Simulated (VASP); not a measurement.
VASP runs on CoAl (CsCl type) share one base input (PBE GGA, plane waves, VASP's PBE PAW potentials (set 64)) and change the settings named in each case.

**INCAR**
```
! general
SYSTEM   =  CoAl
PREC     =  Accurate
ENCUT    =  400   ! plane-wave cut-off (eV)
LREAL    =  .FALSE.
LASPH    =  .TRUE.   ! aspherical one-centre terms

! electronic loop
EDIFF    =  1E-6   ! SCF stop (eV)
NELM     =  100   ! most electronic steps
ALGO     =  Normal
LMAXMIX  =  4   ! l cut-off of mixed one-centre charges

! smearing
ISMEAR   =  1   ! Methfessel-Paxton
SIGMA    =  0.1

! functional
GGA      =  PE   ! PBE

! ions
ISIF     =  2

! output
LWAVE    =  .FALSE.
LCHARG   =  .FALSE.
```

**KPOINTS**
```
Automatic mesh
0
Gamma
11 11 11
0 0 0
```

**POSCAR**
```
CoAl
1.0
  2.8600000000   0.0000000000   0.0000000000
  0.0000000000   2.8600000000   0.0000000000
  0.0000000000   0.0000000000   2.8600000000
Al Co
1 1
Cart
  1.4300000000   1.4300000000   1.4300000000
  0.0000000000   0.0000000000   0.0000000000
```

POTCAR, in this order: Al Co (PBE.64 set). Program: vasp_std.

```csv
change,E(σ→0) (eV/atom),pressure (GPa),−TS (eV)
base run,-5.9924,-1.84,-0.0006
"ISMEAR = -1, SIGMA = 0.5",…,…,…
"ISMEAR = 2, SIGMA = 0.5",-5.9921,-1.72,-0.0081
"ISMEAR = -1, SIGMA = 0.2",…,…,…
SIGMA = 0.01,-5.9923,-1.85,0.0000
SIGMA = 0.02,-5.9923,-1.85,0.0001
ISMEAR = 2,-5.9923,-1.83,-0.0010
"ISMEAR = -5, SIGMA removed",-5.9943,-1.89,0.0000
"ISMEAR = -4, SIGMA removed",-5.9882,-1.81,0.0000
```

Question: What belongs in the gaps?

Answer: 
- ISMEAR = -1, SIGMA = 0.5, E(σ→0) (eV/atom): -5.9642
- ISMEAR = -1, SIGMA = 0.5, pressure (GPa): 4.72
- ISMEAR = -1, SIGMA = 0.5, −TS (eV): -1.1843
- ISMEAR = -1, SIGMA = 0.2, E(σ→0) (eV/atom): -5.9898
- ISMEAR = -1, SIGMA = 0.2, pressure (GPa): -0.92
- ISMEAR = -1, SIGMA = 0.2, −TS (eV): -0.1424

The base run's pressure lies -0.29 GPa from that at 750 eV (Pulay error).

Left out are runs that ran out of time, are held back, or changed the cell or the kind of run, fixed moments of cells without a moment, rows past the twelfth, gaps on odd meshes, pressures of charged cells and columns that move by less than the noise.

The compound is CoAl in the CsCl type structure. The cell was not relaxed at this level. The run is not spin-polarised, so no magnetic state was tried.
